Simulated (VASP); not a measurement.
# TiC: how cutoff and mesh change the relaxed cell, part 2 of 2

Aim: test the relaxed volume of TiC against cutoff and mesh. The starting structure is a measured crystal structure from the Crystallography Open Database. The first relaxation on each setting starts from this cell expanded by 3 % in volume.

VASP 6.6.1.

Results so far: reference 9.90 Å³ an atom; a cutoff of 400 eV 9.84 Å³ an atom; a 10×10×10 mesh 9.90 Å³ an atom.

The database entry behind the starting cell differs from later determinations by our own check (about 0.5 % long), so it need not match the best structure at ambient conditions.

## (5) Relaxation with a cutoff of 680 eV

Level of this step: PBEsol; plane waves and PAW (Ti_sv, C) (VASP).

Against step 2 the input has ENCUT = 680. This run starts from the cell of an earlier relaxation, which isn't shown; the restart sets up the plane waves anew.

File INCAR:

```
SYSTEM = TiC
PREC = Accurate
ENCUT = 680
EDIFF = 1E-06
NELM = 100
ISMEAR = 1
SIGMA = 0.15
LREAL = .FALSE.
ALGO = Normal
GGA = PS
NBANDS = 14
LASPH = .TRUE.
LORBIT = 11
LWAVE = .FALSE.
LCHARG = .FALSE.
KPAR = 8
IBRION = 2
NSW = 50
ISIF = 3
EDIFFG = -0.006
```

File POSCAR:

```
TiC
1.0
    0.0000000000      2.1470155414      2.1470155414
    2.1470155414      0.0000000000      2.1470155414
    2.1470155414      2.1470155414      0.0000000000
Ti C
1 1
Direct
    0.5000000000      0.5000000000      0.5000000000
    0.0000000000      0.0000000000      0.0000000000
```

File KPOINTS:

```
Automatic mesh
0
Gamma
18 18 18
0 0 0
```

The projector-augmented-wave data sets are Ti_sv and C (PBE family, release 64).

Started as:

```bash
mpirun -np 8 vasp_std
```

Output:

```text
[... set-up lines as in an earlier step ...]
 entering main loop
       N       E                     dE             d eps       ncg     rms          rms(c)
DAV:   1     0.134500858280E+03    0.13450E+03   -0.99688E+03  5460   0.170E+03
DAV:   2    -0.128568907698E+02   -0.14736E+03   -0.13873E+03  5760   0.386E+02
DAV:   3    -0.246548724018E+02   -0.11798E+02   -0.11561E+02  8714   0.990E+01
DAV:   4    -0.251485357994E+02   -0.49366E+00   -0.49326E+00  6432   0.159E+01
[...]
DAV:  12    -0.198047558158E+02    0.82607E-05   -0.35611E-04  6180   0.223E-01    0.409E-02
DAV:  13    -0.198047469659E+02    0.88499E-05   -0.15470E-05  7064   0.344E-02    0.538E-03
DAV:  14    -0.198047464253E+02    0.54067E-06   -0.43804E-07  4252   0.921E-03
   1 F= -.19804746E+02 E0= -.19804710E+02  d E =-.198047E+02
[...]
reached required accuracy - stopping structural energy minimisation
```

Wall time 12 s (8 MPI ranks of Intel Xeon 6975P-C (Granite Rapids), shared host); peak memory 1.8 GiB; 79 s of CPU time.

OUTCAR, selected parts (step 5):

```text
  Total       -0.0060266     -0.0060266     -0.0060266     -0.0000000     -0.0000000      0.0000000
  in kB       -0.4878057     -0.4878057     -0.4878057     -0.0000000     -0.0000000      0.0000000
  external PRESSURE =      -0.4878057 kB  Pullay stress =       0.0000000 kB

 POSITION                                       TOTAL-FORCE (eV/Angst)
 -----------------------------------------------------------------------------------
      2.14702      2.14702      2.14702         0.000000     -0.000000     -0.000000
      0.00000      0.00000      0.00000        -0.000000      0.000000      0.000000
 -----------------------------------------------------------------------------------
    total drift:                                0.000000      0.000000      0.000000

  FREE ENERGIE OF THE ION-ELECTRON SYSTEM (eV)
  ---------------------------------------------------
  free  energy   TOTEN  =       -19.8047464253 eV

  energy  without entropy=      -19.8046367713  energy(sigma->0) =      -19.80470987

[... 2 parts as in an earlier step ...]

[... 2 further parts left out ...]
[key lines of the parts left out:]
E-fermi :   9.6111
```

With a cutoff of 680 eV the cell ends at 9.897 Å³ an atom, -0.04 % from the reference; the bulk modulus is 266.9 GPa against 266.7 GPa.

## (6) Relaxation with a 24×24×24 mesh

Against step 2 the input has a 24×24×24 mesh. This run starts from the cell of an earlier relaxation, which isn't shown; the restart sets up the plane waves anew.

INCAR, as its differences from that of step 5:

```diff
@@ -2,3 +2,3 @@
 PREC = Accurate
-ENCUT = 680
+ENCUT = 520
 EDIFF = 1E-06
```

File POSCAR:

```
TiC
1.0
    0.0000000000      2.1472919733      2.1472919733
    2.1472919733      0.0000000000      2.1472919733
    2.1472919733      2.1472919733      0.0000000000
Ti C
1 1
Direct
    0.5000000000      0.5000000000      0.5000000000
    0.0000000000      0.0000000000      0.0000000000
```

File KPOINTS:

```
Automatic mesh
0
Gamma
24 24 24
0 0 0
```

Started as:

```bash
mpirun -np 8 vasp_std
```

Output:

```text
[... set-up lines as in an earlier step ...]
 entering main loop
       N       E                     dE             d eps       ncg     rms          rms(c)
DAV:   1     0.122229943936E+03    0.12223E+03   -0.85363E+03 11586   0.142E+03
DAV:   2    -0.137441890888E+02   -0.13597E+03   -0.12756E+03 12236   0.354E+02
DAV:   3    -0.246641440788E+02   -0.10920E+02   -0.10731E+02 18452   0.927E+01
DAV:   4    -0.251494500066E+02   -0.48531E+00   -0.48500E+00 13792   0.151E+01
[...]
DAV:  12    -0.198021287602E+02    0.11587E-04   -0.36472E-04 13196   0.223E-01    0.420E-02
DAV:  13    -0.198021226092E+02    0.61510E-05   -0.15511E-05 14918   0.332E-02    0.608E-03
DAV:  14    -0.198021223808E+02    0.22838E-06   -0.47659E-07  9002   0.929E-03
   1 F= -.19802122E+02 E0= -.19802067E+02  d E =-.198021E+02
[...]
reached required accuracy - stopping structural energy minimisation
```

Elapsed: 10 s, on 8 MPI ranks; peak memory 1.8 GiB; 68 s of CPU time.

From OUTCAR (step 6):

```text
  Total       -0.0009267     -0.0009267     -0.0009267      0.0000000      0.0000000      0.0000000
  in kB       -0.0749811     -0.0749811     -0.0749811      0.0000000      0.0000000      0.0000000
  external PRESSURE =      -0.0749811 kB  Pullay stress =       0.0000000 kB

 POSITION                                       TOTAL-FORCE (eV/Angst)
 -----------------------------------------------------------------------------------
      2.14729      2.14729      2.14729         0.000000      0.000000     -0.000000
      0.00000      0.00000      0.00000         0.000000      0.000000      0.000000
 -----------------------------------------------------------------------------------
    total drift:                               -0.000000     -0.000000      0.000000

  FREE ENERGIE OF THE ION-ELECTRON SYSTEM (eV)
  ---------------------------------------------------
  free  energy   TOTEN  =       -19.8021223808 eV

  energy  without entropy=      -19.8019557024  energy(sigma->0) =      -19.80206682

[... 1 part as in an earlier step ...]

[... 3 further parts left out ...]
[key lines of the parts left out:]
E-fermi :   9.6044
```

With a 24×24×24 mesh the cell ends at 9.901 Å³ an atom, +0.00 % from the reference; the bulk modulus is 266.7 GPa against 266.7 GPa.

## (7) The runs compared

```tsv
run	volume (Å³/atom)	change (%)	bulk modulus (GPa)	pressure left (GPa)	core minutes
reference	9.901	-	266.7	-0.01	3.95
a cutoff of 400 eV	9.836	-0.65	270.1	0.06	4.77
a 10×10×10 mesh	9.903	0.01	267.3	-0.02	1.87
a cutoff of 680 eV	9.897	-0.04	266.9	-0.05	6.61
a 24×24×24 mesh	9.901	0.0	266.7	-0.01	5.63
```

Core minutes are wall time times ranks, summed over the relaxations behind a row (those for a bulk modulus apart), on shared hosts.

## (8) Outcome

```
volume of the reference                          : 9.901 Å³/atom
volume against the reference, a cutoff of 400 eV : -0.65 %
volume against the reference, a 10×10×10 mesh    : +0.01 %
volume against the reference, a cutoff of 680 eV : -0.04 %
volume against the reference, a 24×24×24 mesh    : +0.00 %
```

**Reading.** The volume moves most with a cutoff of 400 eV: -0.65 % against the reference (520 eV, 18×18×18 mesh). On finer settings it changes by -0.04 % with a cutoff of 680 eV and +0.00 % with a 24×24×24 mesh. The relaxations stop with up to 0.06 GPa left, which at the bulk modulus found here is 0.02 % of the volume. A cell that shrinks at the lower cutoff is the usual mark of Pulay stress, the error that a plane-wave basis makes when it is kept while the volume changes. The bulk modulus stays within 2 %. Further runs on this material are not shown.

[Lines on the potential files, build, host, timing and source positions are cut from VASP's logs without a mark.]

[Logs are printed without paths, hosts, clocks, repeated set-up lines and the standing remarks that a program may print on its own settings, such as how far it seeks lower states.]

[Hosts, paths, dates, database ids (printed as entryN), source tags and the programs' standing remarks are cut or masked in the printed files.]
